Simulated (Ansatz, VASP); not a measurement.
## Cross-check of TaN between VASP and Ansatz

Aim: how closely do two programs agree when they are given the same cell, functional and k mesh? The structure shown is the end of the Ansatz relaxation below.

Main program and level: Ansatz 0.2.0; plane waves, with VASP 6.6.1 beside it; single point at LDA.

## (1) The starting structure

The structure is orthorhombic, space group Immm (No. 71). Conventional cell: a = 2.982 Å, b = 3.147 Å, c = 4.348 Å, α = 90.00°, β = 90.00°, γ = 90.00°. Nearest to N lie 6 Ta at 2.17 Å. Nearest to Ta lie 6 N at 2.17 Å. Farther neighbours and most contacts between anions are not listed.

Structure file:

```
N Ta
1.0
    -0.05850    2.16710    2.17417
     2.16710   -0.05850    2.17417
     2.10859    2.10859    0.00000
N Ta
1 1
Cartesian
  0.0000 0.0000 0.0000
  2.1086 2.1086 2.1742
```

## (2) Ansatz: relaxation, LDA

Ansatz runs on its PAW soft_1 files.

This run makes the geometry at which the two programs are then compared.

input.yaml reads:

```yaml
crystal:
  lattice:
    - [-0.0497185013, 2.158312384, 2.1744205809]
    - [2.158312384, -0.0497185013, 2.1744205809]
    - [2.1085938827, 2.1085938827, 0.0]
  atoms:
    - { symbol: "N", position: [0.0, 0.0, 0.0] }
    - { symbol: Ta, position: [0.5, 0.5, 0.5] }
  conventional_axes: [[0, 0, 1], [1, -1, 0], [1, 1, -1]]
kpoints:
  mp_grid: { grid: [16, 16, 16] }
hamiltonian:
  xc: lda
  pseudopotentials: { kind: paw, azcp: { folder: soft_1 }, xc_functional: pbe }
scf:
  occupations: { method: methfessel_paxton, width: 0.2 }
output:
  forces: true
  stress: true
  eigenvalues: true
relax:
  adjacent_minimum: "off"
  f_tol: 0.001
  max_steps: 60
  cell: { stress_tol: 0.01, fix: [a, angles] }
```

Started as:

```bash
ansatz run input.yaml --threads 4 --pin off --max-ram 10240MiB --backend cpu --events-out ev --progress --plain --runs-dir out
```

Numbers of over 12 decimals in the logs are rounded to 6 here.

The log of the run:

```text
Engine: ansatz 0.2.0, aarch64-unknown-linux-gnu
Pseudopotentials: kind: paw
Pseudopotential: N, paw, valence charge 5, recommended cutoff 420 eV (normal), soft_1/N.paw.azcp
Pseudopotential: Ta, paw, valence charge 13, recommended cutoff 420 eV (normal), soft_1/Ta.paw.azcp
Functional definition: SPW92
  exchange = slater_x
  correlation = pw_c
Crystal: 2 atoms, lattice volume = 20.248 Å³
Basis set: ecut = 420 eV, 403 PW (Γ)
Bands: 13, of which v1, the nominal top of the filled ones, is band 9 counted from 1 (8 counted from 0)
Symmetry: 8 space group operations
Space group: Immm (ITA 71), of the structure as read, at distance tolerance 2.7e-5 Å
k-points: 621 of 4096
Non-local potential: N, projectors of the file, l = 0: 2, l = 1: 2, l = 2: 1
Non-local potential: Ta, projectors of the file, l = 0: 3, l = 1: 2, l = 2: 2, l = 3: 1
PAW form: soft (Blöchl's): semilocal exchange-correlation on the pseudo side does not see the compensation charge
PAW frozen core: N, regenerated for the run's functional, and the local potential with it (the file was generated under x = pbe(κ = 0.804, μ = 0.219515), c = pbe(β = 0.066725))
PAW frozen core: Ta, regenerated for the run's functional, and the local potential with it (the file was generated under x = pbe(κ = 0.804, μ = 0.219515), c = pbe(β = 0.066725))
PAW one-centre angular grid: N, 110 points (default); XC on 64 Gauss nodes
PAW one-centre angular grid: Ta, 590 points (default); XC on 64 Gauss nodes
Initial density: superposition of atomic densities (chi_scale 0.1, normalization cell, long waves kept (reshape's long-wave potential 0.00 eV rms))
Initial wavefunctions: pseudopotential atomic-orbital guess
Functional: x = slater, c = lda
SCF iter   1: F=—  HF=-10059.588191 eV  |F-HF|=—  |Δ(HF+E_count)|=         —  Δρ=5.32e-2  dr2=5.90e-1  ethr=3.10e-3  ⟨swp⟩=5.0  Hψ=86280  notcnv=0
automatic band count: the SCF goes on with 17 bands, as 13 were too few: the levels above may hold too much charge
preconditioner: auto → none  [metal: Δε(μ)=0.003 eV  Ē_g=16.399 eV  σ=0.200 eV  W_gap=0.01  n_scr=8 (ndim 8)  ℏωp=26.1 eV  f_vac=0.000  D(μ)=0.83/eV (n_scr^D=8)  sad-step TF]
SCF iter   2: F=—  HF=-10059.532223 eV  |F-HF|=—  |Δ(HF+E_count)|=   5.60e-2  S|Δr|=    0.00e0  Δρ=3.73e-2  dr2=3.21e-1  ethr=3.10e-3  ⟨swp⟩=1.0  Hψ=15525  notcnv=0
SCF iter   3: F=—  HF=-10059.452121 eV  |F-HF|=—  |Δ(HF+E_count)|=   8.01e-2  S|Δr|=    0.00e0  Δρ=3.04e-3  dr2=4.96e-4  ethr=1.79e-3  ⟨swp⟩=2.4  Hψ=14103  notcnv=0
SCF iter   4: F=—  HF=-10059.452171 eV  |F-HF|=—  |Δ(HF+E_count)|=   4.97e-5  S|Δr|=    0.00e0  Δρ=6.87e-4  dr2=1.18e-4  ethr=2.76e-6  ⟨swp⟩=2.6  Hψ=19729  notcnv=0  defer=968
SCF iter   5: F=—  HF=-10059.452141 eV  |F-HF|=—  |Δ(HF+E_count)|=   2.93e-5  S|Δr|=    0.00e0  Δρ=7.96e-5  dr2=1.19e-6  ethr=6.54e-7  ⟨swp⟩=2.5  Hψ=13077  notcnv=0  defer=968
SCF iter   6: F=—  HF=-10059.452141 eV  |F-HF|=—  |Δ(HF+E_count)|=   7.34e-7  S|Δr|=    0.00e0  Δρ=8.73e-6  dr2=6.48e-9  ethr=5.56e-10  ⟨swp⟩=8.7  Hψ=49854  notcnv=0
SCF iter   7: F=-10059.452141 eV  HF=-10059.452141 eV  |F-HF|=2.91e-11  |Δ(HF+E_count)|=  1.20e-10  S|Δr|=    0.00e0  Δρ=1.45e-6  dr2=1.28e-10  ethr=3.60e-11  ⟨swp⟩=1.8  Hψ=28081  notcnv=0
SCF 1 converged in 7 iterations: F = -10059.452141 eV  dr2 = 1.28e-10
  greatest PAW one-centre occupation: 0.999 electrons in one spin orbital (limit 2), on the Ta atom at site 1 (counted from 0), in its partial waves of l = 0
relax step   1: F+E_penalty+E_count = -10059.45214070 eV  Δ(F+E_penalty+E_count) = +0.000e0 eV  max|allowed force component| = 1.381e-30 eV/Å  Δτ_max = 0.0000 Å  P = +5.753 GPa  Ω = 20.248 Å³  fix = [a, alpha, beta, gamma]  reactions: a +11.459 GPa  (7 SCF iters, dr2 threshold 1.00e-7 eV, accepted)
[...]
relax step   5: F+E_penalty+E_count = -10059.45391830 eV  Δ(F+E_penalty+E_count) = +2.178e-6 eV  max|allowed force component| = 2.682e-29 eV/Å  Δτ_max = 0.0000 Å  P = +2.662 GPa  Ω = 20.404 Å³  energy of the carried Pulay correction = -3.876e-4 eV  fix = [a, alpha, beta, gamma]  reactions: a +7.987 GPa  (3 SCF iters, dr2 threshold 2.78e-9 eV, accepted)
[...]
relax step   6: F+E_penalty+E_count = -10059.45433708 eV  Δ(F+E_penalty+E_count) = -4.188e-4 eV  max|allowed force component| = 7.573e-29 eV/Å  Δτ_max = 0.0000 Å  P = +2.694 GPa  Ω = 20.404 Å³  fix = [a, alpha, beta, gamma]  reactions: a +8.005 GPa  stress off target by 5.83e-2 GPa on what of the cell is left free  SCF on the basis re-selected at this cell (its energy is not comparable with the rows above)  (5 SCF iters)
[...]
relax step   7: F+E_penalty+E_count = -10059.45433216 eV  Δ(F+E_penalty+E_count) = +4.918e-6 eV  max|allowed force component| = 1.262e-29 eV/Å  Δτ_max = 0.0000 Å  P = +2.653 GPa  Ω = 20.406 Å³  energy of the carried Pulay correction = -5.309e-6 eV  fix = [a, alpha, beta, gamma]  reactions: a +7.959 GPa  (3 SCF iters, dr2 threshold 8.50e-9 eV, accepted)
[...]
relax step   8: F+E_penalty+E_count = -10059.45433510 eV  Δ(F+E_penalty+E_count) = -2.936e-6 eV  max|allowed force component| = 1.262e-29 eV/Å  Δτ_max = 0.0000 Å  P = +2.653 GPa  Ω = 20.406 Å³  fix = [a, alpha, beta, gamma]  reactions: a +7.959 GPa  stress off target by 2.95e-4 GPa on what of the cell is left free  SCF on the basis re-selected at this cell (its energy is not comparable with the rows above)  (4 SCF iters)
basis re-selected at this cell: Δ(F+E_penalty+E_count) = -2.936e-6 eV, ΔP = -0.000 GPa vs the last step (what re-selecting the basis moved, of the pressure what is left beyond the Pulay correction that the steps carried, after the strain that the cell walked since its last selection, with what the two solves' SCF thresholds leave and, on support functions, any second-order correction that the steps lacked; it is no m [...]
SCF converged after 4 iterations
Stability not checked: this state was not tested for a lower state beside it, because cold or Methfessel-Paxton smearing, or corrected tetrahedra, fill the levels in a way that the test cannot read (fill_not_monotonic; see scf.lower_state_search)
Free energy (F): -10059.454335 eV
Harris-Foulkes:  -10059.454335 eV  (|F-HF|=3.64e-12)
Internal energy: -10059.452795 eV  (E = F + TS)
E sigma→0 (E₀):  -10059.453950 eV
Entropy (-TS):   -0.001540 eV (-0.770 meV/atom)
Fermi energy:    22.141243 eV
--- Per-component energies (eV) ---
  E_band       = -36.030545
  E_kinetic    = 528.100269
  E_local      = -547.022668  (includes V_loc(G=0)·N_el)
  E_nonlocal   = 30.536559
  E_hartree    = 196.711228
  E_xc         = -379.692235
  E_vxc        = -312.048590  (∫ρ·V_xc dr)
  E_paw        = -8176.939275  (= ΣΔE_a)
  E_vpaw       = -129.019464  (= ΣTr[D̂ρ^β])
  E_aug_tail   = 0.000890  (compensation charges beyond the density's cutoff)
  E_ewald      = -1711.486606
  E_core_change = 0.339041  (= ΣΔE_core)
  E_smearing   = -0.001540  (= −TS)
  E_closure    = 0.000000  (closes the sum)
  Σ components = -10059.454335   (vs F -10059.454335, Δ=0.00e0)
--- Forces (eV/Å), atoms counted from 1 ---
  atom   1  N      0.00000000     0.00000000     0.00000000
  atom   2  Ta     0.00000000     0.00000000    -0.00000000
  max |Σ_I F_I| component: 2.52e-29 eV/Å
--- Stress (GPa, compression-positive) ---
        3.979673       3.979378       0.000000
        3.979378       3.979673      -0.000000
        0.000000      -0.000000       0.000127
  P = ⅓ Tr σ = 2.6532 GPa (26.532 kbar)
--- Band table (eV; the first three rows and the last of 621) ---
  k-point 0: bands = [... 5 lower, 18.1394, 18.2511, 18.4565, 19.5137, 19.8256, 20.4148, 22.2001, 22.2689, ... 4 higher]
  k-point 1: bands = [... 5 lower, 17.7470, 17.8517, 18.0105, 19.6963, 20.0044, 20.5550, 22.6336, 22.7023, ... 4 higher]
  k-point 2: bands = [... 5 lower, 16.8572, 16.9582, 17.2195, 20.1009, 20.3977, 20.8090, 23.6605, 23.7445, ... 4 higher]
  k-point 620: bands = [... 5 lower, 15.5114, 16.4315, 17.2988, 17.7564, 24.4151, 25.9572, 25.9695, 27.2311, ... 4 higher]
--- Relaxed structure (6 steps of the walk, 6 accepted, 2 SCFs on fresh bases) ---
  F+E_penalty+E_count = -10059.45433510 eV   max|allowed force component| = 1.262e-29 eV/Å   (the final SCF, on the basis selected at the relaxed cell)
  cell:  # Å, volume = 20.4062 Å³
    - [-0.058503, 2.167097, 2.174167]
    - [2.167097, -0.058503, 2.174167]
    - [2.1085938827, 2.1085938827, 0]
  atoms:
    - { symbol: N, position: [0, 0, 0] }
    - { symbol: Ta, position: [0.500000, 0.500000, 0.500000] }
```

## (3) VASP: single point, LDA, pair 1

The same cell, functional (in two slightly different forms), mesh and smearing now go to VASP, with its own data sets.

Lines of VASP's logs that name or quote its potential files are left out, and so is its time.

INCAR reads:

```
SYSTEM = TaN
PREC = Accurate
ENCUT = 600
EDIFF = 1E-06
NELM = 120
ISMEAR = 1
SIGMA = 0.2
LREAL = .FALSE.
ALGO = Normal
GGA = CA
NBANDS = 14
LASPH = .TRUE.
LORBIT = 11
LWAVE = .FALSE.
LCHARG = .FALSE.
ISIF = 2
GGA_COMPAT = .FALSE.
KPAR = 2
```

POSCAR reads:

```
TaN
1.0
   -0.0585030431      2.1670969258      2.1741671523
    2.1670969258     -0.0585030431      2.1741671523
    2.1085938827      2.1085938827      0.0000000000
N Ta
1 1
Direct
    0.0000000000      0.0000000000      0.0000000000
    0.5000000000      0.5000000000      0.5000000000
```

KPOINTS reads:

```
Automatic mesh
0
Gamma
16 16 16
0 0 0
```

PAW data sets: N and Ta_pv (LDA family, release 64).

Started as:

```bash
mpirun -np 2 vasp_std
```

The log of the run:

```text
[banner, memory and clock lines left out]
running    2 mpi-ranks, on    1 nodes
 distrk:  each k-point on    1 cores,    2 groups
 distr:  one band on    1 cores,    1 groups

 POSCAR found type information on POSCAR N Ta
 POSCAR found :  2 types and       2 ions
 LDA part: xc-table for (Slater(with rela. corr.)+CA(PZ))
 , standard interpolation
 POSCAR, INCAR and KPOINTS ok, starting setup
 FFT: planning ... GRIDC
 FFT: planning ... GRID_SOFT
 FFT: planning ... GRID
 WAVECAR not read
 entering main loop
       N       E                     dE             d eps       ncg     rms          rms(c)
DAV:   1     0.947057560096E+02    0.94706E+02   -0.97441E+03 17396   0.135E+03
DAV:   2    -0.240952968281E+02   -0.11880E+03   -0.11189E+03 21126   0.331E+02
DAV:   3    -0.271502683674E+02   -0.30550E+01   -0.30212E+01 19920   0.475E+01
DAV:   4    -0.271647061877E+02   -0.14438E-01   -0.14431E-01 20604   0.349E+00
DAV:   5    -0.271648091162E+02   -0.10293E-03   -0.10293E-03 20040   0.267E-01    0.260E+01
DAV:   6    -0.242757401629E+02    0.28891E+01   -0.65076E+00 18780   0.283E+01    0.110E+01
DAV:   7    -0.241715095987E+02    0.10423E+00   -0.37855E-01 22482   0.562E+00    0.737E+00
DAV:   8    -0.241332654313E+02    0.38244E-01   -0.12225E-01 21600   0.315E+00    0.123E+00
DAV:   9    -0.241300601815E+02    0.32052E-02   -0.89245E-03 20094   0.829E-01    0.261E-01
DAV:  10    -0.241298924844E+02    0.16770E-03   -0.44209E-04 23390   0.263E-01    0.772E-02
DAV:  11    -0.241298760754E+02    0.16409E-04   -0.38354E-05 18672   0.689E-02    0.144E-02
DAV:  12    -0.241298759250E+02    0.15037E-06   -0.22337E-06 22132   0.146E-02
   1 F= -.24129876E+02 E0= -.24129347E+02  d E =-.158765E-02
```

Parts of OUTCAR (step 3):

```text
ion  position               nearest neighbor table
   1  0.000  0.000  0.000-   2 2.17   2 2.17   2 2.17   2 2.17   2 2.17   2 2.17
   2  0.500  0.500  0.500-   1 2.17   1 2.17   1 2.17   1 2.17   1 2.17   1 2.17

  LATTYP: Found a body centered orthorhombic cell.
 ALAT       =     2.9820020665
 B/A-ratio  =     1.0554901004
 C/A-ratio  =     1.4581929213

 Subroutine GETGRP returns: Found  8 space group operations
 (whereof  8 operations were pure point group operations)

The static configuration has the point symmetry D_2h.

 Found    621 irreducible k-points:

   k-points           NKPTS =    621   k-points in BZ     NKDIM =    621   number of bands    NBANDS=     14

   dimension x,y,z NGX =    28 NGY =   28 NGZ =   24
   dimension x,y,z NGXF=    56 NGYF=   56 NGZF=   48

   ENCUT  =  600.0 eV  44.10 Ry    6.64 a.u.   6.13  6.13  5.96*2*pi/ulx,y,z

   NELECT =      16.0000    total number of electrons

 k-points in reciprocal lattice and weights: Automatic mesh
   0.00000000  0.00000000  0.00000000       0.000
   0.06250000  0.00000000  0.00000000       0.001
   0.12500000  0.00000000  0.00000000       0.001
   0.18750000  0.00000000  0.00000000       0.001
   0.25000000  0.00000000  0.00000000       0.001
   0.31250000  0.00000000  0.00000000       0.001
   0.37500000  0.00000000  0.00000000       0.001
   0.43750000  0.00000000  0.00000000       0.001
   0.50000000  0.00000000  0.00000000       0.000
[...]
0.25000000  0.25000000  0.50000000       0.000
  -0.25000000  0.25000000  0.50000000       0.000

 average (electrostatic) potential at core
       1 -60.5602       2 -34.6890

 E-fermi :   9.8471

 k-point     1 :       0.0000    0.0000    0.0000
  band No.  band energies     occupation
    ...
      7       6.1846      2.00000
      8       7.2015      2.00000
      9       7.5147      2.00000
     10       8.1030      2.00000
     11       9.8815      0.71396
     12       9.9505      0.24172
     13      12.0442     -0.00000
     14      19.4106      0.00000

 k-point     2 :       0.0625    0.0000    0.0000
  band No.  band energies     occupation
    ...
      6       5.5583      2.00000
      7       5.8417      2.00000
      8       7.4927      2.00000
      9       7.7721      2.00000
     10       8.2557      2.00000
     11      10.2840     -0.00843
     12      10.3552     -0.00193
     13      12.2928     -0.00000
     14      19.6865      0.00000

 k-point     3 :       0.1250    0.0000    0.0000
  band No.  band energies     occupation
    ...
      6       4.7966      2.00000
      7       5.1317      2.00000
      8       7.9383      2.00000
      9       8.2142      2.00000
     10       8.6180      2.00000
     11      11.2701     -0.00000
     12      11.3342     -0.00000
     13      12.9530     -0.00000
     14      20.4574      0.00000

  Total        0.8008367      0.8008367      0.2853639      0.5070490      0.0000000      0.0000000
  in kB       62.8769667     62.8769667     22.4050842     39.8104900      0.0000000      0.0000000
  external PRESSURE =      49.3863392 kB  Pullay stress =       0.0000000 kB

  energy-cutoff  :      600.00
  volume of cell :       20.41
      direct lattice vectors                 reciprocal lattice vectors
    -0.058503043  2.167096926  2.174167152    -0.224658522  0.224658522  0.229973118
     2.167096926 -0.058503043  2.174167152     0.224658522 -0.224658522  0.229973118
     2.108593883  2.108593883  0.000000000     0.237124846  0.237124846 -0.229973118

 POSITION                                       TOTAL-FORCE (eV/Angst)
 -----------------------------------------------------------------------------------
      0.00000      0.00000      0.00000         0.000000     -0.000000      0.000000
      2.10859      2.10859      2.17417         0.000000      0.000000     -0.000000
 -----------------------------------------------------------------------------------
    total drift:                                0.000000      0.000000      0.000000

  FREE ENERGIE OF THE ION-ELECTRON SYSTEM (eV)
  ---------------------------------------------------
  free  energy   TOTEN  =       -24.1298759250 eV

  energy  without entropy=      -24.1282882793  energy(sigma->0) =      -24.12934671

 total charge
# of ion       s       p       d       tot
------------------------------------------
    1        1.216   2.543   0.000   3.759
    2        0.286   6.246   2.533   9.064
--------------------------------------------------
tot          1.502   8.789   2.533  12.823

[... 3 further parts left out ...]
```

The run ends at a pressure of 4.94 GPa.

## (4) Side by side

Known differences besides the potentials themselves: the two LDA forms differ slightly; the data sets hold 18 valence electrons in Ansatz (on its PAW soft_1 files) and 16 in VASP; the cutoff is 420 eV in Ansatz and 600 eV in VASP; VASP's log shows a relativistic correction to its local exchange, Ansatz's none; Ansatz's pressure holds a Pulay correction, VASP's none. Total energies have different zeros and are not compared.

Both answers:

| quantity | Ansatz | VASP | difference |
| --- | --- | --- | --- |
| pressure (GPa) | 2.65 | 4.94 | -2.29 |

## (5) Ansatz: relaxation, LDA

This run makes the geometry at which the two programs are then compared. The cell compared in this pair holds 20.35 Å³, against 20.41 Å³ for the pair before.

The structure compared here is the end of the Ansatz relaxation.

Edit input.yaml of step 2 so:

```diff
@@ -2,5 +2,5 @@
   lattice:
-    - [-0.0497185013, 2.158312384, 2.1744205809]
-    - [2.158312384, -0.0497185013, 2.1744205809]
-    - [2.1085938827, 2.1085938827, 0.0]
+    - [-0.0693720837, 2.1562278852, 2.1741671523]
+    - [2.1562278852, -0.0693720837, 2.1741671523]
+    - [2.0868558014, 2.0868558014, 0.0]
   atoms:
```

Started as:

```bash
ansatz run input.yaml --threads 4 --pin off --max-ram 10240MiB --backend cpu --events-out ev --progress --plain --runs-dir out
```

The log of the run:

```text
[...]
Crystal: 2 atoms, lattice volume = 20.196 Å³
Basis set: ecut = 420 eV, 395 PW (Γ)
Bands: 13, of which v1, the nominal top of the filled ones, is band 9 counted from 1 (8 counted from 0)
Symmetry: 8 space group operations
[...]
k-points: 621 of 4096
[...]
k-point 620: bands = [... 5 lower, 15.5601, 16.4702, 17.2955, 17.9096, 24.5090, 26.0314, 26.0514, 27.3178, ... 4 higher]
--- Relaxed structure (6 steps of the walk, 6 accepted, 2 SCFs on fresh bases) ---
[...]
cell:  # Å, volume = 20.3549 Å³
    - [-0.078158, 2.165014, 2.174118]
    - [2.165014, -0.078158, 2.174118]
    - [2.0868558014, 2.0868558014, -4.7992058268035915e-11]
  atoms:
    - { symbol: N, position: [0, 0, 0] }
    - { symbol: Ta, position: [0.5, 0.5, 0.500000] }
[key lines of the parts left out:]
SCF converged after 4 iterations
Free energy (F): -10059.441790 eV
Fermi energy:    22.185547 eV
P = ⅓ Tr σ = 3.7086 GPa (37.086 kbar)
```

## (6) VASP: single point, LDA, pair 2

The same cell, functional (in two slightly different forms), mesh and smearing now go to VASP, with its own data sets.

INCAR is that of step 3.

POSCAR reads:

```
TaN
1.0
   -0.0781579259      2.1650137273      2.1741184979
    2.1650137273     -0.0781579259      2.1741184979
    2.0868558014      2.0868558014      0.0000000000
N Ta
1 1
Direct
    0.0000000000      0.0000000000      0.0000000000
    0.5000000000      0.5000000000      0.5000000000
```

KPOINTS is that of step 3.

Started as:

```bash
mpirun -np 2 vasp_std
```

The log of the run:

```text
[... set-up lines as in an earlier step ...]
 entering main loop
       N       E                     dE             d eps       ncg     rms          rms(c)
DAV:   1     0.946340637629E+02    0.94634E+02   -0.98191E+03 17404   0.135E+03
DAV:   2    -0.240985157898E+02   -0.11873E+03   -0.11192E+03 21128   0.331E+02
DAV:   3    -0.271375204555E+02   -0.30390E+01   -0.30061E+01 20144   0.476E+01
DAV:   4    -0.271520057410E+02   -0.14485E-01   -0.14477E-01 20392   0.349E+00
[...]
DAV:  10    -0.241165620748E+02    0.16573E-03   -0.44644E-04 23352   0.265E-01    0.752E-02
DAV:  11    -0.241165456671E+02    0.16408E-04   -0.38361E-05 18642   0.692E-02    0.139E-02
DAV:  12    -0.241165455452E+02    0.12193E-06   -0.21982E-06 22080   0.146E-02
   1 F= -.24116546E+02 E0= -.24116187E+02  d E =-.107533E-02
```

From OUTCAR (step 6):

```text
  Total        1.0029988      1.0029988      0.2854902      0.7043813      0.0000000      0.0000000
  in kB       78.9483071     78.9483071     22.4715829     55.4434502      0.0000000      0.0000000
  external PRESSURE =      60.1227324 kB  Pullay stress =       0.0000000 kB

 POSITION                                       TOTAL-FORCE (eV/Angst)
 -----------------------------------------------------------------------------------
      0.00000      0.00000      0.00000         0.000000     -0.000000     -0.000000
      2.08686      2.08686      2.17412         0.000000      0.000000      0.000000
 -----------------------------------------------------------------------------------
    total drift:                                0.000000      0.000000      0.000000

  FREE ENERGIE OF THE ION-ELECTRON SYSTEM (eV)
  ---------------------------------------------------
  free  energy   TOTEN  =       -24.1165455452 eV

  energy  without entropy=      -24.1154702106  energy(sigma->0) =      -24.11618710

[... 1 part as in an earlier step ...]

[... 2 further parts left out ...]
[key lines of the parts left out:]
E-fermi :   9.8610
```

The run ends at a pressure of 6.01 GPa.

(Part 1 of 2 ends here.)

[Lines on the potential files, build, host, timing and source positions are cut from VASP's logs without a mark.]

[Logs are printed without paths, hosts, clocks, repeated set-up lines and the standing remarks that a program may print on its own settings, such as how far it seeks lower states.]

[Hosts, paths, dates, database ids (printed as entryN), source tags and the programs' standing remarks are cut or masked in the printed files.]
